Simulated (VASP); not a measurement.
Level of theory: r2SCAN meta-GGA, VASP's PBE PAW potentials (set 64) (plane waves; VASP).

VASP input:

File POSCAR:
```
SiO2
1
   -4.4468941586     4.4468941586     4.4468941586
    4.4468941586    -4.4468941586     4.4468941586
    4.4468941586     4.4468941586    -4.4468941586
Si O
6 12
Direct
  0.5000000000   0.7500000000   0.2500000000
  0.2500000000   0.5000000000   0.7500000000
  0.5000000000   0.2500000000   0.7500000000
  0.7500000000   0.5000000000   0.2500000000
  0.7500000000   0.2500000000   0.5000000000
  0.2500000000   0.7500000000   0.5000000000
  0.6676076922   0.3724812162   0.0000000000
  0.6275187838   0.6275187838   0.2951264758
  0.3724812162   0.6676076922   0.0000000000
  0.3323923078   0.3323923078   0.7048735242
  1.0000000000   0.6676076922   0.3724812162
  0.2951264758   0.6275187838   0.6275187838
  1.0000000000   0.3724812162   0.6676076922
  0.7048735242   0.3323923078   0.3323923078
  0.3724812162   0.0000000000   0.6676076922
  0.6275187838   0.2951264758   0.6275187838
  0.6676076922   0.0000000000   0.3724812162
  0.3323923078   0.7048735242   0.3323923078
```

**INCAR**
```
! general
SYSTEM   =  SiO2
PREC     =  Accurate
ENCUT    =  520
LREAL    =  Auto
LASPH    =  .TRUE.

! electronic loop
EDIFF    =  1E-6
NELM     =  100
ALGO     =  Normal
LMIXTAU  =  .TRUE.

! smearing
ISMEAR   =  0
SIGMA    =  0.05

! functional
METAGGA  =  R2SCAN

! ions
IBRION   =  2
NSW      =  60
ISIF     =  3
EDIFFG   =  -0.02

! output
LWAVE    =  .FALSE.
LCHARG   =  .FALSE.
```

**KPOINTS**
```
Automatic mesh
0
Gamma
3 3 3
0 0 0
```

POTCAR, in this order: Si O (PBE.64 set). Program: vasp_std.

What VASP printed:

OSZICAR:
```
       N       E                     dE             d eps       ncg     rms          rms(c)
DAV:   1     0.736199147732E+03    0.73620E+03   -0.47366E+04   472   0.146E+03
DAV:   2    -0.142217737401E+03   -0.87842E+03   -0.85500E+03   624   0.348E+02
DAV:   3    -0.226013084937E+03   -0.83795E+02   -0.83489E+02   520   0.119E+02
DAV:   4    -0.227515738878E+03   -0.15027E+01   -0.14993E+01   552   0.175E+01
DAV:   5    -0.227552632099E+03   -0.36893E-01   -0.36873E-01   544   0.259E+00    0.374E+01
DAV:   6    -0.191052434018E+03    0.36500E+02   -0.57847E+01   516   0.278E+01    0.210E+01
DAV:   7    -0.174010147091E+03    0.17042E+02   -0.31806E+00   542   0.106E+01    0.710E+00
DAV:   8    -0.189926509943E+03   -0.15916E+02   -0.81711E+00   514   0.110E+01    0.470E+00
DAV:   9    -0.179091721437E+03    0.10835E+02   -0.33258E+00   482   0.773E+00    0.944E-01
DAV:  10    -0.178151692133E+03    0.94003E+00   -0.10647E+00   508   0.538E+00    0.141E+00
DAV:  11    -0.177867140245E+03    0.28455E+00   -0.43895E-02   528   0.140E+00    0.105E+00
DAV:  12    -0.180257725355E+03   -0.23906E+01   -0.10173E+00   464   0.567E+00    0.818E-01
DAV:  13    -0.178339397108E+03    0.19183E+01   -0.25922E-01   524   0.323E+00    0.604E-01
DAV:  14    -0.178451869565E+03   -0.11247E+00   -0.38164E-02   476   0.137E+00    0.358E-01
DAV:  15    -0.178544488538E+03   -0.92619E-01   -0.44735E-02   472   0.161E+00    0.352E-01
DAV:  16    -0.178581049848E+03   -0.36561E-01   -0.40368E-02   472   0.121E+00    0.689E-02
DAV:  17    -0.178582399322E+03   -0.13495E-02   -0.72523E-03   484   0.561E-01    0.127E-01
DAV:  18    -0.178588522984E+03   -0.61237E-02   -0.47454E-03   472   0.438E-01    0.405E-02
DAV:  19    -0.178589716346E+03   -0.11934E-02   -0.28483E-04   544   0.121E-01    0.217E-02
DAV:  20    -0.178588928081E+03    0.78826E-03   -0.27993E-04   472   0.107E-01    0.159E-02
DAV:  21    -0.178589935423E+03   -0.10073E-02   -0.30916E-04   472   0.130E-01    0.325E-02
DAV:  22    -0.178589935575E+03   -0.15223E-06   -0.46093E-05   512   0.455E-02    0.250E-02
DAV:  23    -0.178589956920E+03   -0.21345E-04   -0.95313E-06   526   0.242E-02    0.140E-02
DAV:  24    -0.178589945344E+03    0.11576E-04   -0.95891E-06   532   0.190E-02    0.441E-03
DAV:  25    -0.178589967864E+03   -0.22520E-04   -0.68353E-06   484   0.182E-02    0.170E-03
DAV:  26    -0.178589967021E+03    0.84236E-06   -0.75791E-07   316   0.650E-03
   1 F= -.17858997E+03 E0= -.17858997E+03  d E =-.178590E+03
       N       E                     dE             d eps       ncg     rms          rms(c)
DAV:   1    -0.178592042070E+03   -0.20742E-02   -0.93507E-01   464   0.485E+00    0.197E-01
DAV:   2    -0.178587598380E+03    0.44437E-02   -0.19466E-02   472   0.695E-01    0.899E-02
DAV:   3    -0.178590660296E+03   -0.30619E-02   -0.33308E-03   468   0.420E-01    0.566E-02
DAV:   4    -0.178585564992E+03    0.50953E-02   -0.40234E-03   464   0.425E-01    0.186E-02
DAV:   5    -0.178592373151E+03   -0.68082E-02   -0.16294E-03   464   0.294E-01    0.667E-03
DAV:   6    -0.178591699289E+03    0.67386E-03   -0.87554E-05   476   0.668E-02    0.766E-03
DAV:   7    -0.178592462670E+03   -0.76338E-03   -0.13394E-04   468   0.921E-02    0.194E-03
DAV:   8    -0.178592521900E+03   -0.59231E-04   -0.97553E-06   524   0.243E-02    0.126E-03
DAV:   9    -0.178592333964E+03    0.18794E-03   -0.18257E-05   498   0.376E-02    0.935E-04
DAV:  10    -0.178592520458E+03   -0.18649E-03   -0.18953E-05   472   0.390E-02    0.548E-04
DAV:  11    -0.178592523991E+03   -0.35331E-05   -0.64345E-07   336   0.712E-03    0.482E-04
DAV:  12    -0.178592523950E+03    0.41782E-07   -0.15704E-07   326   0.271E-03
   2 F= -.17859252E+03 E0= -.17859252E+03  d E =-.255693E-02
       N       E                     dE             d eps       ncg     rms          rms(c)
DAV:   1    -0.178592860650E+03   -0.33666E-03   -0.16360E+00   464   0.641E+00    0.259E-01
DAV:   2    -0.178587543394E+03    0.53173E-02   -0.33768E-02   464   0.908E-01    0.119E-01
DAV:   3    -0.178590754481E+03   -0.32111E-02   -0.56041E-03   464   0.539E-01    0.750E-02
DAV:   4    -0.178584357518E+03    0.63970E-02   -0.67575E-03   464   0.542E-01    0.243E-02
DAV:   5    -0.178593482575E+03   -0.91251E-02   -0.26170E-03   464   0.367E-01    0.882E-03
DAV:   6    -0.178592365767E+03    0.11168E-02   -0.16341E-04   476   0.928E-02    0.102E-02
DAV:   7    -0.178593639097E+03   -0.12733E-02   -0.24829E-04   466   0.126E-01    0.268E-03
DAV:   8    -0.178593757358E+03   -0.11826E-03   -0.18089E-05   504   0.324E-02    0.174E-03
DAV:   9    -0.178593498859E+03    0.25850E-03   -0.28823E-05   480   0.469E-02    0.130E-03
DAV:  10    -0.178593751737E+03   -0.25288E-03   -0.32961E-05   468   0.512E-02    0.741E-04
DAV:  11    -0.178593762029E+03   -0.10292E-04   -0.12618E-06   348   0.101E-02    0.696E-04
DAV:  12    -0.178593761709E+03    0.32085E-06   -0.25308E-07   344   0.343E-03
   3 F= -.17859376E+03 E0= -.17859376E+03  d E =-.379469E-02
       N       E                     dE             d eps       ncg     rms          rms(c)
DAV:   1    -0.178594501194E+03   -0.73916E-03   -0.18160E-01   464   0.215E+00    0.223E-01
DAV:   2    -0.178593267735E+03    0.12335E-02   -0.50019E-03   464   0.344E-01    0.676E-02
DAV:   3    -0.178593258404E+03    0.93314E-05   -0.70223E-04   464   0.177E-01    0.278E-02
DAV:   4    -0.178593414760E+03   -0.15636E-03   -0.47954E-04   464   0.156E-01    0.149E-02
DAV:   5    -0.178592856209E+03    0.55855E-03   -0.51219E-04   464   0.166E-01    0.633E-03
DAV:   6    -0.178593886430E+03   -0.10302E-02   -0.32581E-04   464   0.126E-01    0.480E-03
DAV:   7    -0.178593966814E+03   -0.80384E-04   -0.91014E-06   524   0.212E-02    0.150E-03
DAV:   8    -0.178593979544E+03   -0.12730E-04   -0.64675E-06   474   0.163E-02    0.808E-04
DAV:   9    -0.178593982489E+03   -0.29453E-05   -0.84583E-07   300   0.796E-03    0.444E-04
DAV:  10    -0.178593982217E+03    0.27229E-06   -0.46403E-07   314   0.517E-03
   4 F= -.17859398E+03 E0= -.17859398E+03  d E =-.220508E-03
```

### OUTCAR
```
------------------------ aborting loop because EDIFF is reached ----------------------------------------
  FORCE on cell =-STRESS in cart. coord.  units (eV):
  Direction    XX          YY          ZZ          XY          YZ          ZX
  --------------------------------------------------------------------------------------
  Total       -0.3252649     -0.3252649     -0.3252649      0.0000000     -0.0000000     -0.0000000
  in kB       -1.4772830     -1.4772830     -1.4772830      0.0000000     -0.0000000     -0.0000000
  external PRESSURE =      -1.4772830 kB  Pullay stress =       0.0000000 kB
  volume of cell :      352.76
      direct lattice vectors                 reciprocal lattice vectors
    -4.451175424  4.451175424  4.451175424     0.000000000  0.112329880  0.112329880
     4.451175424 -4.451175424  4.451175424     0.112329880  0.000000000  0.112329880
     4.451175424  4.451175424 -4.451175424     0.112329880  0.112329880  0.000000000
 POSITION                                       TOTAL-FORCE (eV/Angst)
 -----------------------------------------------------------------------------------
      2.22559      0.00000      4.45118         0.000000     -0.000000      0.000000
      4.45118      2.22559      0.00000         0.000000      0.000000      0.000000
      2.22559      4.45118      0.00000         0.000000     -0.000000      0.000000
      0.00000      2.22559      4.45118         0.000000      0.000000      0.000000
      0.00000      4.45118      2.22559         0.000000      0.000000      0.000000
      4.45118      0.00000      2.22559         0.000000      0.000000      0.000000
     -1.30774      1.30774      4.63271         0.000525     -0.000525      0.015793
      1.30774      1.30774      4.26965        -0.000525     -0.000525     -0.015793
      5.75892      3.14343      0.18153        -0.000525      0.000525      0.015793
      3.14343      3.14343     -0.18153         0.000525      0.000525     -0.015793
      4.63271     -1.30774      1.30774         0.015793      0.000525     -0.000525
      4.26965      1.30774      1.30774        -0.015793     -0.000525     -0.000525
      4.63271      1.30774     -1.30774         0.015793     -0.000525      0.000525
     -0.18153      3.14343      3.14343        -0.015793      0.000525      0.000525
      5.75892      0.18153      3.14343        -0.000525      0.015793      0.000525
      1.30774      4.26965      1.30774        -0.000525     -0.015793     -0.000525
      3.14343      0.18153      5.75892         0.000525      0.015793     -0.000525
      3.14343     -0.18153      3.14343         0.000525     -0.015793      0.000525
 -----------------------------------------------------------------------------------
    total drift:                                0.000009      0.000009      0.000010
  FREE ENERGIE OF THE ION-ELECTRON SYSTEM (eV)
  ---------------------------------------------------
  free  energy   TOTEN  =      -178.5939822170 eV

  energy  without entropy=     -178.5939822170  energy(sigma->0) =     -178.59398222

 reached required accuracy - stopping structural energy minimisation
```
(Selected blocks of OUTCAR.)

### CONTCAR
```
SiO2
   1.00000000000000
    -4.4511754239564141    4.4511754239564141    4.4511754239564141
     4.4511754239564141   -4.4511754239564141    4.4511754239564141
     4.4511754239564141    4.4511754239564141   -4.4511754239564141
  Si              O
     6    12
Direct
     0.5000000000000000    0.7500000000000000    0.2500000000000000
     0.2500000000000000    0.5000000000000000    0.7500000000000000
     0.5000000000000000    0.2500000000000000    0.7500000000000000
     0.7500000000000000    0.5000000000000000    0.2500000000000000
     0.7500000000000000    0.2500000000000000    0.5000000000000000
     0.2500000000000000    0.7500000000000000    0.5000000000000000
     0.6672896104384552    0.3734929445154936    0.0000000000000000
     0.6265070554845064    0.6265070554845064    0.2937966657229580
     0.3734929445154936    0.6672896104384552    1.0000000000000000
     0.3327103895615448    0.3327103895615448    0.7062033342770420
     0.0000000000000000    0.6672896104384552    0.3734929445154936
     0.2937966657229580    0.6265070554845064    0.6265070554845064
     0.0000000000000000    0.3734929445154936    0.6672896104384552
     0.7062033342770420    0.3327103895615448    0.3327103895615448
     0.3734929445154936    1.0000000000000000    0.6672896104384552
     0.6265070554845064    0.2937966657229580    0.6265070554845064
     0.6672896104384552    1.0000000000000000    0.3734929445154936
     0.3327103895615448    0.7062033342770420    0.3327103895615448
```

OUTCAR:
```
 val. band max:       -2.3280950651   @ k =   0.0000   0.0000   0.0000

 cond. band min:       4.0257069229   @ k =   0.0000   0.0000   0.0000


 Fermi energy:        -2.0891934371

 k-point     1 :       0.0000    0.0000    0.0000
  band No.  band energies     occupation
      1     -22.7072      2.00000
      2     -21.8020      2.00000
      3     -21.8020      2.00000
      4     -21.8020      2.00000
      5     -21.3658      2.00000
      6     -21.3658      2.00000
      7     -20.6937      2.00000
      8     -20.6937      2.00000
      9     -20.6937      2.00000
     10     -20.6866      2.00000
     11     -20.6866      2.00000
     12     -20.6866      2.00000
     13     -10.9777      2.00000
     14     -10.9777      2.00000
     15     -10.0471      2.00000
     16     -10.0471      2.00000
     17     -10.0471      2.00000
     18      -8.0192      2.00000
     19      -8.0192      2.00000
     20      -8.0192      2.00000
     21      -7.9556      2.00000
     22      -7.9556      2.00000
     23      -7.9556      2.00000
     24      -6.9846      2.00000
     25      -5.7082      2.00000
     26      -5.7082      2.00000
     27      -5.2315      2.00000
     28      -5.0467      2.00000
     29      -5.0467      2.00000
     30      -5.0467      2.00000
     31      -4.3449      2.00000
     32      -4.3449      2.00000
     33      -4.3449      2.00000
     34      -4.2684      2.00000
     35      -4.2684      2.00000
     36      -3.8732      2.00000
     37      -3.8732      2.00000
     38      -3.8732      2.00000
     39      -3.8593      2.00000
     40      -3.8593      2.00000
     41      -3.8593      2.00000
     42      -3.1338      2.00000
     43      -3.1338      2.00000
     44      -3.1338      2.00000
     45      -2.6863      2.00000
     46      -2.6863      2.00000
     47      -2.6863      2.00000
     48      -2.3281      2.00000
     49       4.0257      0.00000
     50       7.2629      0.00000
     51       7.2629      0.00000
...
```

The structure comes from a computed database's SiO2 entry (I-43m); how it stands against other phases isn't given here. This run relaxes it. Symmetry was kept, so distortions that lower it aren't found. The start is the result of an earlier pass.
